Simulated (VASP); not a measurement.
A run of VASP 6.6.1 is set up as follows.

The input INCAR:

```
SYSTEM = HfIn4SiO6
  ALGO = Fast
  EDIFF = 1E-6
  ENCUT = 520
  GGA = PE
  ISIF = 2
  ISMEAR = -1
  KPAR = 4
  LASPH = .True.
  LCHARG = .True.
  LORBIT = 11
  LREAL = .False.
  LVHAR = .True.
  LWAVE = .False.
  NELM = 100
  PREC = Accurate
  SIGMA = 0.05
```

KPOINTS

```
k-points
0
Gamma
  6 6 3
  0 0 0
```

The input POSCAR:

```
HfIn4SiO6
1.0
    5.3316200000      0.0159300000     -0.0483700000
   -2.5793300000      4.8819800000     -0.0191400000
   -1.5181300000     -1.2221600000      9.4552500000
Hf In Si O
1 4 1 6
Direct
    0.2380200000      0.0692800000      0.4027900000
    0.1454700000      0.5747100000      0.8703800000
    0.5244500000      0.7222000000      0.3488100000
    0.5731300000      0.3131600000      0.1209600000
    0.8825000000      0.3853100000      0.5641500000
    0.8811200000      0.9477000000      0.0377300000
    0.2644200000      0.4061300000      0.4886800000
    0.9571300000      0.7888600000      0.4878800000
    0.8398900000      0.6393800000      0.9858400000
    0.9905500000      0.0027000000      0.2137000000
    0.1366500000      0.2037300000      0.9786400000
    0.5666700000      0.9468400000      0.0004400000
```

Potentials or basis: VASP PAW PBE potentials, release 64 (Hf_pv, In_d, Si, O).

Launch:

```console
$ cat potpaw_PBE.64/Hf_pv/POTCAR potpaw_PBE.64/In_d/POTCAR potpaw_PBE.64/Si/POTCAR potpaw_PBE.64/O/POTCAR > POTCAR
$ mpirun -np 4 vasp_std > vasp.out
```

(1) Predict the pressure.

(2) Predict the largest force.

Answers

(1) -0.1 GPa.

(2) 0.157 eV/Å.
